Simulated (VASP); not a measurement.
These are PW91 GGA, VASP's PBE PAW potentials (set 64) (plane waves; VASP 6.6.1) values and carry that method's errors.

VASP ran on this input.

File POSCAR:
```
MgH2
1.0
  4.5112174519   0.0000000000   0.0000000000
  0.0000000000   4.5112174519   0.0000000000
  0.0000000000   0.0000000000   3.0109109264
Mg H
2 4
Cartesian
  0.0000000000   0.0000000000   0.0000000000
  2.2556087260   2.2556087260   1.5054554632
  1.3721163920   1.3721163920   3.0109109264
  3.6277251179   0.8834923340   1.5054554632
  0.8834923340   3.6277251179   1.5054554632
  3.1391010599   3.1391010599   0.0000000000
```

File KPOINTS:
```
Automatic mesh
0
Gamma
5 5 7
0 0 0
```

INCAR:
```
SYSTEM  =  MgH2
PREC  =  Accurate; ENCUT  =  520; LREAL  =  .FALSE.
LASPH  =  .TRUE.
EDIFF  =  1E-6; NELM  =  100; ALGO  =  Normal
ISMEAR  =  0; SIGMA  =  0.05
GGA  =  91
IBRION  =  2; NSW  =  60; ISIF  =  3
EDIFFG  =  -0.02
LWAVE  =  .FALSE.; LCHARG  =  .FALSE.
```

POTCAR, in this order: Mg H (PBE.64 set). Program: vasp_std.

The resulting files:

File OUTCAR:
```
 ion  position               nearest neighbor table
   1  0.000  0.000  0.000-   3 1.94   6 1.94   5 1.96   4 1.96   4 1.96   5 1.96   2 3.53   2 3.53
                             2 3.53   2 3.53   2 3.53   2 3.53   2 3.53   2 3.53
   2  0.500  0.500  0.500-   4 1.94   5 1.94   3 1.96   6 1.96   3 1.96   6 1.96   1 3.53   1 3.53
                             1 3.53   1 3.53   1 3.53   1 3.53   1 3.53   1 3.53
   3  0.304  0.304  0.000-   1 1.94   2 1.96   2 1.96
   4  0.804  0.196  0.500-   2 1.94   1 1.96   1 1.96
   5  0.196  0.804  0.500-   2 1.94   1 1.96   1 1.96
   6  0.696  0.696  0.000-   1 1.94   2 1.96   2 1.96
  LATTYP: Found a simple tetragonal cell.
 ALAT       =     4.5112174519
 C/A-ratio  =     0.6674275755
 Subroutine PRICEL returns:
 Original cell was already a primitive cell.
 Subroutine GETGRP returns: Found 16 space group operations
The static configuration has the point symmetry D_2h.
 The point group associated with its full space group is D_4h.
The dynamic configuration has the point symmetry D_2h.
 Subroutine INISYM returns: Found 16 space group operations
 Subroutine IBZKPT returns following result:
 Found     24 irreducible k-points:

 Following reciprocal coordinates:
            Coordinates               Weight
  0.000000  0.000000  0.000000      1.000000
...
```

File OSZICAR:
```
       N       E                     dE             d eps       ncg     rms          rms(c)
DAV:   1     0.230353840898E+01    0.23035E+01   -0.31751E+03   392   0.760E+02
DAV:   2    -0.184487279923E+02   -0.20752E+02   -0.19342E+02   496   0.841E+01
DAV:   3    -0.191695835625E+02   -0.72086E+00   -0.72086E+00   552   0.223E+01
DAV:   4    -0.191707330626E+02   -0.11495E-02   -0.11495E-02   528   0.865E-01
DAV:   5    -0.191707381186E+02   -0.50561E-05   -0.50561E-05   552   0.436E-02    0.663E+00
DAV:   6    -0.182091264888E+02    0.96161E+00   -0.77656E-01   424   0.523E+00    0.340E+00
DAV:   7    -0.178728920108E+02    0.33623E+00   -0.10247E+00   384   0.647E+00    0.500E-01
DAV:   8    -0.178809023389E+02   -0.80103E-02   -0.17684E-02   448   0.103E+00    0.993E-02
DAV:   9    -0.178806894767E+02    0.21286E-03   -0.81702E-04   560   0.201E-01    0.176E-02
DAV:  10    -0.178807031698E+02   -0.13693E-04   -0.27284E-05   504   0.456E-02    0.102E-02
DAV:  11    -0.178807019161E+02    0.12536E-05   -0.63722E-06   472   0.129E-02    0.184E-03
DAV:  12    -0.178807018757E+02    0.40479E-07   -0.17659E-07   256   0.333E-03
   1 F= -.17880702E+02 E0= -.17880702E+02  d E =-.178807E+02
       N       E                     dE             d eps       ncg     rms          rms(c)
DAV:   1    -0.178811160737E+02   -0.41416E-03   -0.15052E-03   432   0.378E-01    0.216E-02
DAV:   2    -0.178811118316E+02    0.42421E-05   -0.79153E-06   464   0.228E-02    0.122E-02
DAV:   3    -0.178811108487E+02    0.98291E-06   -0.62060E-06   416   0.140E-02
   2 F= -.17881111E+02 E0= -.17881111E+02  d E =-.408973E-03
```

**OUTCAR**
```
------------------------ aborting loop because EDIFF is reached ----------------------------------------
  FORCE on cell =-STRESS in cart. coord.  units (eV):
  Direction    XX          YY          ZZ          XY          YZ          ZX
  --------------------------------------------------------------------------------------
  Total       -0.0710223     -0.0710223     -0.0749107      0.0000000      0.0000000      0.0000000
  in kB       -1.8635368     -1.8635368     -1.9655629      0.0000000      0.0000000      0.0000000
  external PRESSURE =      -1.8975455 kB  Pullay stress =       0.0000000 kB
  volume of cell :       61.06
      direct lattice vectors                 reciprocal lattice vectors
     4.506481347  0.000000000  0.000000000     0.221902616 -0.000000000  0.000000000
     0.000000000  4.506481347  0.000000000    -0.000000000  0.221902616  0.000000000
     0.000000000  0.000000000  3.006716598     0.000000000  0.000000000  0.332588712
 POSITION                                       TOTAL-FORCE (eV/Angst)
 -----------------------------------------------------------------------------------
      0.00000      0.00000      0.00000         0.000000      0.000000     -0.000000
      2.25324      2.25324      1.50336         0.000000      0.000000     -0.000000
      1.37108      1.37108      3.00672         0.004946      0.004946     -0.000000
      3.62432      0.88216      1.50336         0.004946     -0.004946      0.000000
      0.88216      3.62432      1.50336        -0.004946      0.004946     -0.000000
      3.13540      3.13540      0.00000        -0.004946     -0.004946      0.000000
 -----------------------------------------------------------------------------------
    total drift:                                0.000000      0.000000     -0.000000
  FREE ENERGIE OF THE ION-ELECTRON SYSTEM (eV)
  ---------------------------------------------------
  free  energy   TOTEN  =       -17.8811108487 eV

  energy  without entropy=      -17.8811108487  energy(sigma->0) =      -17.88111085

 reached required accuracy - stopping structural energy minimisation
```
(Selected blocks of OUTCAR.)

File CONTCAR:
```
MgH2
   1.00000000000000
     4.5064813465358062    0.0000000000000000    0.0000000000000000
     0.0000000000000000    4.5064813465358062    0.0000000000000000
     0.0000000000000000    0.0000000000000000    3.0067165982175923
  Mg              H
     2     4
Direct
     0.0000000000000000    0.0000000000000000    0.0000000000000000
     0.5000000000000000    0.5000000000000000    0.5000000000000000
     0.3042467021068360    0.3042467021068360    1.0000000000000000
     0.8042467021068360    0.1957532978931640    0.5000000000000000
     0.1957532978931640    0.8042467021068360    0.5000000000000000
     0.6957532978931640    0.6957532978931640    0.0000000000000000
```

The compound is MgH2 in the rutile structure. This run relaxes it. Symmetry was kept, so distortions that lower it aren't found. The start is the result of an earlier pass.
